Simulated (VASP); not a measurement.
# What spin-orbit coupling changes in TiSb

Aim: run bands, DOS and a relaxation of TiSb twice, without and with spin-orbit coupling. All runs use LDA. Left out of this account: 1 further run (self-consistent run: a reference on another mesh). The start is a cell from a database of measured crystal structures.

Program: VASP 6.6.1. Level of theory: LDA; plane waves and PAW (Ti_sv, Sb), in the first sound run; inputs show where later runs differ. Results are calculated unless marked as measured.

**1. Starting point**

It takes space group P6_3/mmc (No. 194, hexagonal). Conventional cell: a = 4.103 Å, b = 4.103 Å, c = 6.284 Å, α = 90.00°, β = 90.00°, γ = 120.00°. Nearest to Ti lie 6 Sb at 2.84 Å and 2 Ti at 3.14 Å. Nearest to Sb lie 6 Ti at 2.84 Å. Farther neighbours are not listed.

**2. Bands along the symmetry lines (LDA)**

Levels along the symmetry lines show where the bands peak and cross; KPOINTS_OPT computes them in the converged potential. LDA, the lowest rung, knows the local density alone.

The input, INCAR:

```
SYSTEM = TiSb
PREC = Accurate
ENCUT = 400
EDIFF = 1E-06
NELM = 100
ISMEAR = -1
SIGMA = 0.05
LREAL = .FALSE.
ALGO = Normal
GGA = CA
NBANDS = 31
LASPH = .TRUE.
LORBIT = 11
LWAVE = .FALSE.
LCHARG = .FALSE.
KPAR = 4
```

The input, POSCAR:

```
TiSb
1.0
    4.1033000000      0.0000000000      0.0000000000
   -2.0516500000      3.5535620393      0.0000000000
    0.0000000000      0.0000000000      6.2836000000
Ti Sb
2 2
Direct
    0.0000000000      0.0000000000      0.0000000000
    0.0000000000      0.0000000000      0.5000000000
    0.3333333333      0.6666666667      0.2500000000
    0.6666666667      0.3333333333      0.7500000000
```

The input, KPOINTS:

```
Automatic mesh
0
Gamma
7 7 4
0 0 0
```

The input, KPOINTS_OPT:

```
Line mode
16
Line-mode
Reciprocal
  0.00000000   0.00000000   0.00000000 GAMMA
  0.50000000   0.00000000   0.00000000 M

  0.50000000   0.00000000   0.00000000 M
  0.33333333   0.33333333   0.00000000 K

  0.33333333   0.33333333   0.00000000 K
  0.00000000   0.00000000   0.00000000 GAMMA

  0.00000000   0.00000000   0.00000000 GAMMA
  0.00000000   0.00000000   0.50000000 A

  0.00000000   0.00000000   0.50000000 A
  0.50000000   0.00000000   0.50000000 L

  0.50000000   0.00000000   0.50000000 L
  0.33333333   0.33333333   0.50000000 H

  0.33333333   0.33333333   0.50000000 H
  0.00000000   0.00000000   0.50000000 A

  0.50000000   0.00000000   0.50000000 L
  0.50000000   0.00000000   0.00000000 M

  0.33333333   0.33333333   0.00000000 K
  0.33333333   0.33333333   0.50000000 H
```

The projector-augmented-wave data sets are Ti_sv and Sb (LDA family, release 64).

Launch:

```sh
mpirun -np 4 vasp_std
```

The log of the run:

```text
[banner, memory and clock lines left out]
running    4 mpi-ranks, on    1 nodes
 distrk:  each k-point on    1 cores,    4 groups
 distr:  one band on    1 cores,    1 groups

 POSCAR found type information on POSCAR TiSb
 POSCAR found :  2 types and       4 ions
 LDA part: xc-table for (Slater(with rela. corr.)+CA(PZ))
 , standard interpolation
 POSCAR, INCAR and KPOINTS ok, starting setup
 FFT: planning ... GRIDC
 FFT: planning ... GRID_SOFT
 FFT: planning ... GRID
 WAVECAR not read
 entering main loop
       N       E                     dE             d eps       ncg     rms          rms(c)
DAV:   1     0.316059128202E+03    0.31606E+03   -0.12924E+04  1488   0.925E+02
DAV:   2    -0.541240967950E+00   -0.31660E+03   -0.30420E+03  1600   0.310E+02
DAV:   3    -0.299716523257E+02   -0.29430E+02   -0.28793E+02  2279   0.903E+01
DAV:   4    -0.322942662892E+02   -0.23226E+01   -0.22869E+01  2140   0.209E+01
DAV:   5    -0.324016300187E+02   -0.10736E+00   -0.10736E+00  1934   0.339E+00    0.134E+01
DAV:   6    -0.292469135766E+02    0.31547E+01   -0.11764E+01  1728   0.311E+01    0.610E+00
DAV:   7    -0.286953486323E+02    0.55156E+00   -0.26838E+00  1635   0.152E+01    0.369E+00
DAV:   8    -0.286481760739E+02    0.47173E-01   -0.31151E-01  1768   0.466E+00    0.129E+00
DAV:   9    -0.286226690502E+02    0.25507E-01   -0.59470E-02  1700   0.256E+00    0.361E-01
DAV:  10    -0.286231871261E+02   -0.51808E-03   -0.36536E-03  2035   0.389E-01    0.267E-01
DAV:  11    -0.286231920633E+02   -0.49372E-05   -0.42784E-04  1940   0.128E-01    0.110E-01
DAV:  12    -0.286230709022E+02    0.12116E-03   -0.23486E-04  1781   0.139E-01    0.127E-02
DAV:  13    -0.286230708116E+02    0.90617E-07   -0.23045E-05  1737   0.354E-02    0.904E-03
DAV:  14    -0.286230709579E+02   -0.14634E-06   -0.46096E-07  1306   0.565E-03
   1 F= -.28623071E+02 E0= -.28604972E+02  d E =-.361986E-01
 Start KPOINTS_OPT (optional k-point list driver)
k-point batch [1-24\144]
       N       E                     dE             ncg
DAV:   1    -0.213269299971E+04   -0.16723E+05     1504
DAV:   2    -0.959394418025E+04   -0.74613E+04     1586
DAV:   3    -0.103075835623E+05   -0.71364E+03     2265
DAV:   4    -0.103629962687E+05   -0.55413E+02     2073
DAV:   5    -0.103664321738E+05   -0.34359E+01     1910
DAV:   6    -0.103664721950E+05   -0.40021E-01     1903
DAV:   7    -0.103664736567E+05   -0.14617E-02     2004
DAV:   8    -0.103664736790E+05   -0.22278E-04     1777
DAV:   9    -0.103664736795E+05   -0.52327E-06     1181
[...]
k-point batch [121-144\144]
       N       E                     dE             ncg
DAV:   1    -0.207754218952E+04   -0.25479E+05     1496
DAV:   2    -0.964695266374E+04   -0.75694E+04     1601
DAV:   3    -0.103761174935E+05   -0.72916E+03     2307
DAV:   4    -0.104269951560E+05   -0.50878E+02     2085
DAV:   5    -0.104302217997E+05   -0.32266E+01     1908
DAV:   6    -0.104302570629E+05   -0.35263E-01     1825
DAV:   7    -0.104302587444E+05   -0.16815E-02     1990
DAV:   8    -0.104302587708E+05   -0.26379E-04     1765
DAV:   9    -0.104302587719E+05   -0.11330E-05     1200
DAV:  10    -0.104302587720E+05   -0.99315E-07     1151
```

Wall time 23 s (4 MPI ranks of Intel Xeon 6975P-C (Granite Rapids), shared host); peak memory 0.78 GiB.

The logs omit lines about the potential files and the build; timing stands in the text.

Parts of OUTCAR (step 2):

```text
ion  position               nearest neighbor table
   1  0.000  0.000  0.000-   3 2.84   4 2.84   3 2.84   4 2.84   4 2.84   3 2.84
   2  0.000  0.000  0.500-   3 2.84   4 2.84   3 2.84   4 2.84   4 2.84   3 2.84
   3  0.333  0.667  0.250-   1 2.84   2 2.84   1 2.84   2 2.84   1 2.84   2 2.84
   4  0.667  0.333  0.750-   1 2.84   2 2.84   1 2.84   2 2.84   1 2.84   2 2.84

  LATTYP: Found a hexagonal cell.
 ALAT       =     4.1033000000
 C/A-ratio  =     1.5313528136

 Subroutine GETGRP returns: Found 24 space group operations
 (whereof 12 operations were pure point group operations)

The static configuration has the point symmetry D_3d.
 The point group associated with its full space group is D_6h.

 Found     24 irreducible k-points:

   k-points           NKPTS =     24   k-points in BZ     NKDIM =     24   number of bands    NBANDS=     31

   dimension x,y,z NGX =    28 NGY =   28 NGZ =   42
   dimension x,y,z NGXF=    56 NGYF=   56 NGZF=   84

   ENCUT  =  400.0 eV  29.40 Ry    5.42 a.u.   6.69  6.69 10.25*2*pi/ulx,y,z

   NELECT =      34.0000    total number of electrons

 k-points in reciprocal lattice and weights: Automatic mesh
   0.00000000  0.00000000  0.00000000       0.005
   0.14285714 -0.00000000  0.00000000       0.031
   0.28571429 -0.00000000  0.00000000       0.031
   0.42857143 -0.00000000  0.00000000       0.031
   0.14285714  0.14285714  0.00000000       0.031
   0.28571429  0.14285714  0.00000000       0.061
   0.42857143  0.14285714  0.00000000       0.031
   0.28571429  0.28571429  0.00000000       0.031
   0.00000000  0.00000000  0.25000000       0.010
[...]
0.42857143  0.14285714  0.50000000       0.031
   0.28571429  0.28571429  0.50000000       0.031

 average (electrostatic) potential at core
       1 -73.5620       2 -73.5620       3 -85.2666       4 -85.2666

 E-fermi :   7.8211

 k-point     1 :       0.0000    0.0000    0.0000
  band No.  band energies     occupation
    ...
     14       6.7983      2.00000
     15       7.5552      1.99024
     16       7.5552      1.99024
     17       7.8073      1.13713
     18       7.8073      1.13712
     19       8.7698      0.00000
     20       8.7698      0.00000
     21       9.0264      0.00000
     22       9.0264      0.00000
     23       9.4895      0.00000
    ...

 k-point     2 :       0.1429   -0.0000    0.0000
  band No.  band energies     occupation
    ...
     13       5.4088      2.00000
     14       6.3826      2.00000
     15       7.0508      2.00000
     16       7.1107      2.00000
     17       7.1800      1.99999
     18       7.9284      0.20963
     19       8.5704      0.00000
     20       8.8484      0.00000
     21       8.9844      0.00000
     22       9.0223      0.00000
    ...

 k-point     3 :       0.2857   -0.0000    0.0000
  band No.  band energies     occupation
    ...
     13       5.1972      2.00000
     14       5.5090      2.00000
     15       6.2989      2.00000
     16       6.5673      2.00000
     17       6.8457      2.00000
     18       8.2301      0.00056
     19       8.5342      0.00000
     20       8.6991      0.00000
     21       8.8132      0.00000
     22       9.0196      0.00000
    ...

  Total       -4.8442615     -4.8442615     -4.8088911      0.0000000      0.0000000      0.0000000
  in kB      -84.7095668    -84.7095668    -84.0910588      0.0000000      0.0000000      0.0000000
  external PRESSURE =     -84.5033975 kB  Pullay stress =       0.0000000 kB

  energy-cutoff  :      400.00
  volume of cell :       91.62
      direct lattice vectors                 reciprocal lattice vectors
     4.103300000  0.000000000  0.000000000     0.243706285  0.140703889  0.000000000
    -2.051650000  3.553562039  0.000000000     0.000000000  0.281407779  0.000000000
     0.000000000  0.000000000  6.283600000     0.000000000  0.000000000  0.159144439

 POSITION                                       TOTAL-FORCE (eV/Angst)
 -----------------------------------------------------------------------------------
      0.00000      0.00000      0.00000        -0.000000     -0.000000      0.000000
      0.00000      0.00000      3.14180        -0.000000     -0.000000      0.000000
     -0.00000      2.36904      1.57090         0.000000      0.000000     -0.000000
      2.05165      1.18452      4.71270        -0.000000     -0.000000     -0.000000
 -----------------------------------------------------------------------------------
    total drift:                               -0.000000      0.000000      0.000000

  FREE ENERGIE OF THE ION-ELECTRON SYSTEM (eV)
  ---------------------------------------------------
  free  energy   TOTEN  =       -28.6230709579 eV

  energy  without entropy=      -28.5868723864  energy(sigma->0) =      -28.60497167

 total charge
# of ion       s       p       d       tot
------------------------------------------
    1        2.160   6.093   1.925  10.179
    2        2.160   6.093   1.925  10.179
    3        1.125   1.387   0.040   2.552
    4        1.125   1.387   0.040   2.552
--------------------------------------------------
tot          6.570  14.960   3.931  25.461

[... 3 further parts left out ...]
```

The k-mesh is coarse for a metal. Spin-orbit coupling is off here; with elements this heavy it splits and shifts levels by tenths of an eV or more. At this level the cell is under a tension of 8.5 GPa, so at these settings it is away from equilibrium.

This step gave:

```yaml
scf_cycles: 14
electrons: 34
bands: 31
irreducible_k_points: 24
symmetry_operations: 24
free_energy_toten: -28.62 eV
energy_at_zero_smearing: -28.60 eV
fermi_energy: 7.821 eV
pressure: -8.450 GPa
metallic: yes
```

The electronic bands at the labelled points (eV, zero at the Fermi level; # counts the bands kept, so #1 is VASP's band 10):

| point | #5 | #6 | #7 | #8 | #9 | #10 | #11 | #12 |
| --- | --- | --- | --- | --- | --- | --- | --- | --- |
| Γ | -1.02 | -0.27 | -0.27 | -0.01 | -0.01 | 0.95 | 0.95 | 1.20 |
| 0.53 of the way | -2.32 | -1.41 | -1.20 | -0.95 | 0.36 | 0.71 | 0.90 | 1.04 |
| M | -2.61 | -2.31 | -1.45 | -1.21 | 0.57 | 0.66 | 0.72 | 0.72 |
| 0.53 of the way | -2.60 | -2.58 | -2.00 | -0.30 | 0.55 | 0.66 | 0.80 | 1.03 |
| K | -2.50 | -2.50 | -1.85 | -0.06 | 0.55 | 0.55 | 0.97 | 0.97 |
| 0.47 of the way | -2.56 | -1.68 | -1.64 | -0.62 | 0.51 | 0.70 | 0.89 | 1.04 |
| Γ | -1.02 | -0.27 | -0.27 | -0.01 | -0.01 | 0.95 | 0.95 | 1.20 |
| 0.47 of the way | -1.15 | -0.70 | -0.70 | -0.14 | -0.14 | 0.71 | 0.71 | 0.96 |
| A | -1.67 | -1.67 | -1.67 | 0.24 | 0.24 | 0.24 | 0.24 | 0.98 |
| 0.53 of the way | -1.80 | -1.72 | -1.72 | -0.12 | -0.12 | 0.39 | 0.39 | 1.49 |
| L | -1.94 | -1.87 | -1.87 | -0.08 | -0.08 | 0.73 | 0.73 | 0.94 |
| 0.47 of the way | -2.61 | -1.81 | -1.81 | 0.07 | 0.07 | 0.78 | 0.78 | 0.86 |
| H | -3.48 | -1.84 | -1.84 | 0.24 | 0.24 | 0.55 | 0.55 | 1.31 |
| 0.53 of the way | -2.00 | -1.68 | -1.68 | 0.01 | 0.01 | 0.30 | 0.30 | 1.60 |
| A | -1.67 | -1.67 | -1.67 | 0.24 | 0.24 | 0.24 | 0.24 | 0.98 |
| jump to L | -1.94 | -1.87 | -1.87 | -0.08 | -0.08 | 0.73 | 0.73 | 0.94 |
| 0.47 of the way | -2.19 | -1.90 | -1.63 | -0.82 | 0.51 | 0.63 | 0.74 | 0.79 |
| M | -2.61 | -2.31 | -1.45 | -1.21 | 0.57 | 0.66 | 0.72 | 0.72 |
| jump to K | -2.50 | -2.50 | -1.85 | -0.06 | 0.55 | 0.55 | 0.97 | 0.97 |
| 0.53 of the way | -2.52 | -2.10 | -2.10 | 0.14 | 0.38 | 0.38 | 0.92 | 1.09 |
| H | -3.48 | -1.84 | -1.84 | 0.24 | 0.24 | 0.55 | 0.55 | 1.31 |

Of the projections kept (Ti, Sb), the largest for each band there; the rest of the weight can lie on other orbitals:

| point | #5 | #6 | #7 | #8 | #9 | #10 | #11 | #12 |
| --- | --- | --- | --- | --- | --- | --- | --- | --- |
| Γ | Ti 0.98 | Ti 0.97 | Ti 0.97 | Ti 0.97 | Ti 0.97 | Sb 0.89 | Sb 0.89 | Ti 1.00 |
| M | Sb 0.81 | Ti 0.66 | Sb 0.82 | Ti 0.96 | Ti 0.99 | Ti 0.97 | Ti 0.97 | Ti 0.99 |
| K | Sb 0.55 | Sb 0.55 | Sb 0.73 | Ti 0.96 | Ti 0.95 | Ti 0.95 | Ti 0.98 | Ti 0.98 |
| Γ | Ti 0.98 | Ti 0.97 | Ti 0.97 | Ti 0.97 | Ti 0.97 | Sb 0.89 | Sb 0.89 | Ti 1.00 |
| A | Ti 0.66 | Ti 0.66 | Ti 0.66 | Ti 0.97 | Ti 0.97 | Ti 0.97 | Ti 0.97 | Ti 0.80 |
| L | Ti 0.55 | Ti 0.58 | Ti 0.58 | Ti 0.93 | Ti 0.93 | Ti 1.00 | Ti 1.00 | Ti 0.98 |

There is no gap at this level.

[end of part 1 of 4]

[Lines on the potential files, build, host, timing and source positions are cut from VASP's logs without a mark.]

[Logs are printed without paths, hosts, clocks, repeated set-up lines and the standing remarks that a program may print on its own settings, such as how far it seeks lower states.]

[Hosts, paths, dates, database ids (printed as entryN), source tags and the programs' standing remarks are cut or masked in the printed files.]

[A measured line is paired with the nearest computed mode of its activity, which favours agreement.]
